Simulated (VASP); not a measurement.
Here is the system:

```
WSe2
1.0
    1.64069    -2.84176     0.00000
    1.64069     2.84176     0.00000
    0.00000     0.00000    16.74224
W Se
2 4
Cartesian
  1.64069   0.94725   4.18556
  1.64069  -0.94725  12.55668
  1.64069   0.94725  14.20210
  1.64069  -0.94725   5.83098
  1.64069  -0.94725   2.54014
  1.64069   0.94725  10.91126
```

Calculation: RPBE GGA, VASP's PBE PAW potentials (set 64) (plane waves; VASP 6.6.1). Run with 520 eV cut-off, 8×8×2 Γ-centred mesh, Gaussian smearing of 0.050 eV, potentials W_sv Se.

Without a dispersion term in the relaxation, distances and binding between the weakly bound layers, chains or molecules are unreliable, and so is what depends on them.

Task: The ions and cell shape at fixed volume are relaxed. Predict the relaxed structure.

Result: 
```
WSe2
1.0
    1.67306    -2.89782     0.00000
    1.67306     2.89782     0.00000
    0.00000     0.00000    16.10070
W Se
2 4
Direct
  0.33333   0.66667   0.25000
  0.66667   0.33333   0.75000
  0.33333   0.66667   0.85442
  0.66667   0.33333   0.35442
  0.66667   0.33333   0.14558
  0.33333   0.66667   0.64558
```
Space group P6_3/mmc (194), at a tolerance of 0.03 Å.

Task: How much energy does the relaxation gain?

Result: The energy (σ→0) changes by -32.4 meV/atom, in 8 ionic steps.

The compound is WSe2 in the 2H layered structure. This cell is one point of a volume scan, at 0.94 of the reference volume. Symmetry was kept, so distortions that lower it aren't found.
